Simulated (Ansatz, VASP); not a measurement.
# Cross-check of H2CClF between VASP and Ansatz, part 2 of 2

Aim: how closely do two programs agree when they are given the same cell, functional and k mesh? The cell is taken from a series of runs on this material, whose earlier steps may have relaxed, scaled, displaced or heated it; both programs get it as it stands.

VASP 6.6.1 and Ansatz 0.2.0.

So far: Starting point; Ansatz: G0W0 gap, LDA.

## Step 3: VASP: G0W0 gap, LDA

Level of this step: G0W0 on LDA; plane waves and PAW (H_GW, C_GW, Cl_GW, F_GW) (VASP).

The same cell, functional (in two slightly different forms) and mesh now go to VASP, with its own data sets.

Lines of VASP's logs that name or quote its potential files are left out, and so is its time.

The run reads the wave functions of an earlier VASP run, which isn't shown here.

Contents of INCAR:

```
SYSTEM = H2CClF
PREC = Accurate
ENCUT = 520
ISMEAR = 0
SIGMA = 0.01
LREAL = .FALSE.
GGA = CA
NBANDS = 323
ALGO = EVGW0
NELMGW = 1
ENCUTGW = 100
NOMEGA = 64
PRECFOCK = Fast
NBANDSGW = 28
LWAVE = .FALSE.
LCHARG = .FALSE.
```

Contents of POSCAR:

```
H2CClF
1.0
    5.0206000000      0.0000000000      0.0000000000
    0.0000000000      4.1477000000      0.0000000000
   -2.1143188253      0.0000000000      6.4288463713
H C Cl F
4 2 2 2
Direct
    0.2852960594      0.3914791351      0.1553943381
    0.7147039406      0.8914791351      0.8446056619
    0.5707653094      0.1078566959      0.2708502709
    0.4292346906      0.6078566959      0.7291497291
    0.3460283809      0.1408088981      0.1943138297
    0.6539716191      0.6408088981      0.8056861703
    0.1663619786      0.0024810456      0.3682784982
    0.8336380214      0.5024810456      0.6317215018
    0.2643898490      0.9578742253      0.0148699962
    0.7356101510      0.4578742253      0.9851300038
```

Contents of KPOINTS:

```
Automatic mesh
0
Gamma
2 4 2
0 0 0
```

Potentials, in the order of the species: H_GW, C_GW, Cl_GW and F_GW (LDA family, release 64).

Run with:

```
$ export OMP_NUM_THREADS=3
$ mpirun -np 1 vasp_std
```

Numbers of over 12 decimals in the logs are rounded to 6 here.

Log:

```text
[banner, memory and clock lines left out]
running    1 mpi-ranks, on    1 nodes
 distrk:  each k-point on    1 cores,    1 groups
 distr:  one band on    1 cores,    1 groups
 Offloading initialized ...    1 GPUs detected
 POSCAR found type information on POSCAR H C ClF
 POSCAR found :  4 types and      10 ions
|                                                                             |
|           W    W    AA    RRRRR   N    N  II  N    N   GGGG   !!!           |
|           W    W   A  A   R    R  NN   N  II  NN   N  G    G  !!!           |
|           W    W  A    A  R    R  N N  N  II  N N  N  G       !!!           |
|           W WW W  AAAAAA  RRRRR   N  N N  II  N  N N  G  GGG   !            |
|           WW  WW  A    A  R   R   N   NN  II  N   NN  G    G                |
|           W    W  A    A  R    R  N    N  II  N    N   GGGG   !!!           |
|                                                                             |
|     The default for ENCUTGWSOFT is different in this version of VASP.       |
|     please manually set ENCUTGWSOFT =100 in the INCAR file.                 |
|                                                                             |

 LDA part: xc-table for (Slater(with rela. corr.)+CA(PZ))
 , standard interpolation
 found WAVECAR, reading the header
 POSCAR, INCAR and KPOINTS ok, starting setup
 FFT: planning ... GRIDC
 FFT: planning ... GRID_SOFT
 FFT: planning ... GRID
 reading WAVECAR
 the WAVECAR file was read successfully
 initial charge from wavefunction
 available memory per node:   1675.04 GB, setting MAXMEM to   1715239

 The Fermi energy was updated, please check that it is located mid-gap
 values below the HOMO (VB) or above the LUMO (CB) will cause erroneous energies
 E-fermi :   0.9100

 calculate exact exchange contribution
 the WAVEDER file was read successfully
energies w=
    0.000    0.000    0.607    0.000    1.213    0.000    1.817    0.000
    2.416    0.000    3.010    0.000    3.599    0.000    4.181    0.000
    4.755    0.000    5.322    0.000    5.882    0.000    6.433    0.000
    6.977    0.000    7.514    0.000    8.044    0.000    8.568    0.000
    9.086    0.000    9.600    0.000   10.109    0.000   10.616    0.000
   11.121    0.000   11.624    0.000   12.128    0.000   12.633    0.000
   13.140    0.000   13.651    0.000   14.166    0.000   14.689    0.000
   15.219    0.000   15.759    0.000   16.310    0.000   16.875    0.000
   17.456    0.000   18.054    0.000   18.673    0.000   19.316    0.000
   19.985    0.000   20.685    0.000   21.420    0.000   22.194    0.000
   23.014    0.000   23.885    0.000   24.815    0.000   25.813    0.000
   26.890    0.000   28.058    0.000   29.332    0.000   30.731    0.000
   32.277    0.000   33.997    0.000   35.926    0.000   38.109    0.000
   40.603    0.000   43.483    0.000   46.847    0.000   50.834    0.000
   55.634    0.000   61.524    0.000   68.923    0.000   78.488    0.000
   91.319    0.000  109.408    0.000  136.771    0.000  182.893    0.000
 responsefunction array rank=     310
 LDA part: xc-table for (Slater(with rela. corr.)+CA(PZ))
 , standard interpolation

 min. memory requirement per mpi rank    699.7 MB, per node    699.7 MB

 allocating  64 responsefunctions rank=   310
 shmem allocating  64 responsefunctions rank=   310
 response function shared by NCSHMEM nodes    1
 Doing            64  frequencies on each core in blocks of            64
NQ=   1    0.0000    0.0000    0.0000,
|.........|.........|.........|.........|.........|.........|.........|.........
 performed        410000 updates of chi_q(r,r)
 total number of BLAS operations        313.92 Gflops
NQ=   2    0.5000    0.0000    0.0000,
|.........|.........|.........|.........|.........|.........|.........|.........
 performed        820000 updates of chi_q(r,r)
 total number of BLAS operations        621.78 Gflops
NQ=   3    0.0000    0.2500    0.0000,
|.........|.........|.........|.........|.........|.........|.........|.........
 performed       1303000 updates of chi_q(r,r)
 total number of BLAS operations        986.21 Gflops
NQ=   4    0.5000    0.2500    0.0000,
|.........|.........|.........|.........|.........|.........|.........|.........
 performed       1786000 updates of chi_q(r,r)
 total number of BLAS operations       1357.79 Gflops
NQ=   5    0.0000    0.5000    0.0000,
|.........|.........|.........|.........|.........|.........|.........|.........
 performed       2196000 updates of chi_q(r,r)
 total number of BLAS operations       1649.76 Gflops
NQ=   6    0.5000    0.5000    0.0000,
|.........|.........|.........|.........|.........|.........|.........|.........
 performed       2606000 updates of chi_q(r,r)
 total number of BLAS operations       1961.65 Gflops
NQ=   7    0.0000    0.0000    0.5000,
|.........|.........|.........|.........|.........|.........|.........|.........
 performed       3016000 updates of chi_q(r,r)
 total number of BLAS operations       2249.72 Gflops
NQ=   8    0.5000    0.0000    0.5000,
|.........|.........|.........|.........|.........|.........|.........|.........
 performed       3426000 updates of chi_q(r,r)
 total number of BLAS operations       2565.68 Gflops
NQ=   9    0.0000    0.2500    0.5000,
|.........|.........|.........|.........|.........|.........|.........|.........
 performed       3909000 updates of chi_q(r,r)
 total number of BLAS operations       2913.67 Gflops
NQ=  10    0.5000    0.2500    0.5000,
|.........|.........|.........|.........|.........|.........|.........|.........
 performed       4392000 updates of chi_q(r,r)
 total number of BLAS operations       3266.32 Gflops
NQ=  11    0.0000    0.5000    0.5000,
|.........|.........|.........|.........|.........|.........|.........|.........
 performed       4802000 updates of chi_q(r,r)
 total number of BLAS operations       3562.23 Gflops
NQ=  12    0.5000    0.5000    0.5000,
|.........|.........|.........|.........|.........|.........|.........|.........
 performed       5212000 updates of chi_q(r,r)
 total number of BLAS operations       3858.13 Gflops
 resolving degeneracies of screened two electron integrals

 calculate QP shifts <psi_nk| G(iteration)W_0 |psi_nk>: iteration 1
 entering main loop
```

Parts of OUTCAR (step 3):

```text
ion  position               nearest neighbor table
   1  0.285  0.391  0.155-   5 1.09
   2  0.715  0.891  0.845-   6 1.09
   3  0.571  0.108  0.271-   5 1.09
   4  0.429  0.608  0.729-   6 1.09
   5  0.346  0.141  0.194-   1 1.09   3 1.09   9 1.38   7 1.79
   6  0.654  0.641  0.806-   2 1.09   4 1.09  10 1.38   8 1.79
   7  0.166  0.002  0.368-   5 1.79
   8  0.834  0.502  0.632-   6 1.79
   9  0.264  0.958  0.015-   5 1.38
  10  0.736  0.458  0.985-   6 1.38

  LATTYP: Found a simple monoclinic cell.
 ALAT       =     5.0206000000
 B/A-ratio  =     0.8261363184
 C/A-ratio  =     1.3479663785
 COS(beta)  =    -0.3124178180

 Subroutine GETGRP returns: Found  2 space group operations
 (whereof  1 operations were pure point group operations)

The static configuration has the point symmetry C_1 .
 The point group associated with its full space group is C_2 .

 Found     12 irreducible k-points:

   k-points           NKPTS =     12   k-points in BZ     NKDIM =     16   number of bands    NBANDS=    323

   dimension x,y,z NGX =    40 NGY =   32 NGZ =   50
   dimension x,y,z NGXF=    80 NGYF=   64 NGZF=  100

   ENCUT  =  520.0 eV  38.22 Ry    6.18 a.u.   9.33  7.71 12.58*2*pi/ulx,y,z

   NELECT =      40.0000    total number of electrons

  energy-cutoff  :      520.00
  volume of cell :      133.87
      direct lattice vectors                 reciprocal lattice vectors
     5.020600000  0.000000000  0.000000000     0.199179381 -0.000000000  0.065506110
     0.000000000  4.147700000  0.000000000     0.000000000  0.241097476 -0.000000000
    -2.114318825  0.000000000  6.428846371     0.000000000  0.000000000  0.155548903

 k-points in reciprocal lattice and weights: Automatic mesh
   0.00000000  0.00000000  0.00000000       0.063
   0.50000000  0.00000000  0.00000000       0.063
   0.00000000  0.25000000  0.00000000       0.125
   0.50000000  0.25000000  0.00000000       0.125
   0.00000000  0.50000000  0.00000000       0.063
   0.50000000  0.50000000  0.00000000       0.063
   0.00000000  0.00000000  0.50000000       0.063
   0.50000000  0.00000000  0.50000000       0.063
   0.00000000  0.25000000  0.50000000       0.125
   0.50000000  0.25000000  0.50000000       0.125
   0.00000000  0.50000000  0.50000000       0.063
   0.50000000  0.50000000  0.50000000       0.063

 E-fermi :   0.9100

 QP shifts <psi_nk| G(iteration)W_0 |psi_nk>: iteration 1
 for sc-GW calculations column KS-energies equals QP-energies in previous step
 and V_xc(KS)=  KS-energies - (<T + V_ion + V_H > + <T+V_H+V_ion>^1  + <V_x>^1)
 k-point   1 :       0.0000    0.0000    0.0000
  band No.  KS-energies  QP-energies   sigma(KS)   V_xc(KS)     V^pw_x(r,r')   Z            occupation Imag(sigma)
    ...
     17      -2.7937      -4.7034     -17.1320     -14.7561     -19.4758       0.8038       2.0000       0.0544
     18      -2.7792      -4.6545     -17.1734     -14.8324     -19.5912       0.8011       2.0000       0.0559
     19      -2.7490      -4.6841     -16.4704     -14.0565     -18.7366       0.8017       2.0000       0.0570
     20      -2.2527      -4.1434     -16.8487     -14.5031     -19.0390       0.8060       2.0000       0.0518
     21       4.1384       6.2760     -10.2875     -12.8665      -7.0056       0.8288       0.0000      -0.0588
     22       4.4115       6.5920     -10.4291     -13.0698      -7.0605       0.8257       0.0000      -0.0617
     23       4.6854       6.4069      -8.3706     -10.3985      -5.2070       0.8489       0.0000      -0.0565
     24       5.9170       8.0779     -10.4412     -13.0403      -7.0033       0.8314       0.0000      -0.0661
    ...

 k-point   2 :       0.5000    0.0000    0.0000
  band No.  KS-energies  QP-energies   sigma(KS)   V_xc(KS)     V^pw_x(r,r')   Z            occupation Imag(sigma)
    ...
     17      -2.7313      -4.5850     -17.3534     -15.0385     -19.7511       0.8008       2.0000       0.0558
     18      -2.6014      -4.4361     -17.1711     -14.8823     -19.4934       0.8016       2.0000       0.0543
     19      -2.1721      -4.0982     -17.3249     -14.9410     -19.5974       0.8079       2.0000       0.0508
     20      -2.0286      -3.9392     -17.1293     -14.7622     -19.3443       0.8071       2.0000       0.0512
     21       3.7917       5.8979     -10.2699     -12.8109      -6.9303       0.8289       0.0000      -0.0584
     22       4.5246       6.6558     -10.1663     -12.7466      -6.8546       0.8260       0.0000      -0.0612
     23       4.6562       6.4966      -8.5832     -10.7438      -5.3597       0.8518       0.0000      -0.0576
     24       5.6862       7.8176      -9.8240     -12.3670      -6.3545       0.8382       0.0000      -0.0647
    ...

 k-point   3 :       0.0000    0.2500    0.0000
  band No.  KS-energies  QP-energies   sigma(KS)   V_xc(KS)     V^pw_x(r,r')   Z            occupation Imag(sigma)
    ...
     17      -2.8828      -4.7796     -17.0321     -14.6651     -19.3871       0.8014       2.0000       0.0553
     18      -2.8138      -4.6949     -17.4054     -15.0558     -19.8680       0.8006       2.0000       0.0563
     19      -2.6051      -4.5579     -16.8475     -14.4228     -19.1645       0.8054       2.0000       0.0549
     20      -2.2231      -4.1376     -17.2942     -14.9239     -19.5794       0.8077       2.0000       0.0515
     21       4.0928       6.2019     -10.2419     -12.7822      -6.9787       0.8303       0.0000      -0.0582
     22       4.4364       6.6891     -10.7352     -13.4753      -7.3172       0.8221       0.0000      -0.0627
     23       5.0515       6.9827      -9.0383     -11.3337      -5.7190       0.8413       0.0000      -0.0607
     24       6.0133       8.2909     -10.6584     -13.3980      -7.1235       0.8314       0.0000      -0.0672
    ...

 k-point   4 :       0.5000    0.2500    0.0000
  band No.  KS-energies  QP-energies   sigma(KS)   V_xc(KS)     V^pw_x(r,r')   Z            occupation Imag(sigma)
    ...
     17      -2.9124      -4.7860     -16.9520     -14.6095     -19.3062       0.7999       2.0000       0.0563
     18      -2.6805      -4.5283     -17.1474     -14.8430     -19.4708       0.8019       2.0000       0.0543
     19      -2.0699      -3.9961     -17.5632     -15.1810     -19.8788       0.8086       2.0000       0.0506
     20      -1.9999      -3.9209     -17.3989     -15.0232     -19.6732       0.8086       2.0000       0.0509
     21       3.9343       6.0500     -10.3841     -12.9413      -7.0519       0.8273       0.0000      -0.0587
     22       4.5048       6.6921     -10.3353     -12.9809      -6.9747       0.8267       0.0000      -0.0617
     23       5.1503       7.2122      -9.6200     -12.0749      -6.2565       0.8399       0.0000      -0.0625
     24       5.3552       7.3279      -9.0175     -11.3509      -5.6909       0.8454       0.0000      -0.0613
    ...

[... 4 further parts left out ...]
```

## Step 4: Comparison

Known differences besides the potentials themselves: the two LDA forms differ slightly; fixed occupations in Ansatz, narrow Gaussian smearing in VASP; the cutoff is 420 eV in Ansatz and 520 eV in VASP; VASP's log shows a relativistic correction to its local exchange, Ansatz's none; Ansatz integrates over frequency by contour deformation, VASP on a grid of NOMEGA points; Ansatz's G0W0 levels solve the quasiparticle equation, VASP's are linearised. Total energies have different zeros and are not compared.

Compared:

```csv
quantity,Ansatz,VASP,difference
G0W0 gap on the mesh (eV),9.75,9.80,-0.05
Kohn-Sham gap under it (eV),5.76,5.76,-0.01
```

## Step 5: What came out

```json
{
  "difference in G0W0 gap on the mesh (G0W0 gap, LDA)": "-0.046 eV"
}
```

What this shows: The difference in G0W0 gap on the mesh is -0.046 eV (G0W0 gap, LDA). How closely two codes agree says nothing of how well the functional describes the real material.

[Lines on the potential files, build, host, timing and source positions are cut from VASP's logs without a mark.]

[Logs are printed without paths, hosts, clocks, repeated set-up lines and the standing remarks that a program may print on its own settings, such as how far it seeks lower states.]

[Hosts, paths, dates, database ids (printed as entryN), source tags and the programs' standing remarks are cut or masked in the printed files.]
